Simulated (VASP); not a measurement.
Fe2O3, 10 atoms in the cell. It takes space group R-3c (No. 167, trigonal). The conventional cell has a = 5.081 Å, b = 5.081 Å, c = 13.737 Å, α = 90.00°, β = 90.00°, γ = 120.00°. Fe (site symmetry 3) has 6 O at 1.97 to 2.10 Å as nearest neighbours. O (site symmetry 2) has 4 Fe at 1.97 to 2.10 Å as nearest neighbours. 

```yaml
Program: VASP 6.6.1
Task: band structure
Functional: rev-vdW-DF2
Potentials_or_basis: VASP PAW PBE potentials, release 64 (Fe, O)
Cutoff: 520 eV
k_mesh: 9 × 9 × 9
Occupations: methfessel-paxton, width 0.1 eV
Spin: collinear spin, ferromagnetic start
Starting_moments: "[4.0, 4.0, 4.0, 4.0, 0.0, 0.0, 0.0, 0.0, 0.0, 0.0] μB"
Hubbard_terms: Fe d U = 5.3 eV
Further_INCAR_settings: ALGO = Normal; EDIFF = 1e-07; NBANDS = 49; AMIX = 0.2; BMIX = 0.0001
```

Potentials or basis: VASP PAW PBE potentials, release 64 (Fe, O).

Run with:

```bash
$ cat potpaw_PBE.64/Fe/POTCAR potpaw_PBE.64/O/POTCAR > POTCAR
$ mpirun -np 1 vasp_std > vasp.out
```

Hardware: 1 × NVIDIA H100 80GB with 1 thread of AMD EPYC 7R13 Processor (Zen 3) (shared host).

Problem. How long does it take, and how much memory?

Solution. Run time: 30 min on 1 × NVIDIA H100 80GB with 1 thread of AMD EPYC 7R13 Processor (Zen 3), with other jobs on the host, peak memory 2.2 GiB. Counts: scf iterations 49, k points 85.
